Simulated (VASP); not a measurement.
BN:

```
B N
1.0
     2.38417    0.00000    0.00000
    -1.19209    2.06475    0.00000
     0.00000    0.00000    3.89335
B N
2 2
Cartesian
  0.0000 1.3765 0.0000
  1.1921 0.6883 1.9467
  0.0000 1.3765 1.4600
  1.1921 0.6883 3.4067
```

The cell was built by a generator and needn't be a form met in nature.

```yaml
Program: VASP 6.6.1
Task: relaxation of cell and atoms
Functional: PBE
Potentials_or_basis: VASP PAW PBE potentials, release 64 (B, N)
Cutoff: 600 eV
k_mesh: 12 × 12 × 6
Occupations: fermi-dirac, width 0.02 eV
Spin: no spin polarisation
```

At the start: pressure 122.7 GPa; volume 4.79 Å³/atom.

Q: How do energy, volume and symmetry change on relaxing?

A: Over 8 steps the energy falls by 383.8 meV/atom and the volume is 5.97 Å³/atom (+24.7 %); space group P6_3mc (No. 186, to 0.05 Å).

Step by step:
```csv
step,energy change (eV),largest force (eV/Å),pressure (GPa),volume (Å³)
1,0.0000,0.0634,122.71,19.17
2,0.2209,0.3629,-62.06,31.25
3,-1.5315,0.0515,-4.15,24.16
4,-1.5350,0.0430,-0.84,23.94
5,-1.5351,0.0392,0.77,23.84
6,-1.5351,0.0383,0.77,23.84
7,-1.5351,0.0014,0.76,23.84
8,-1.5353,0.0011,-0.04,23.89
```

Final structure:
```yaml
crystal:
  lattice:
    - [2.55518, 0.00000, 0.00000]
    - [-1.27759, 2.21285, 0.00000]
    - [0.00000, 0.00000, 4.22541]
  atoms:
    - { symbol: B, position: [0.33333, 0.66667, 0.00020] }
    - { symbol: B, position: [0.66667, 0.33333, 0.50020] }
    - { symbol: N, position: [0.33333, 0.66667, 0.37480] }
    - { symbol: N, position: [0.66667, 0.33333, 0.87480] }
```

Caveat: the volume moved by over 15 % at a fixed basis, so the end points are rough.
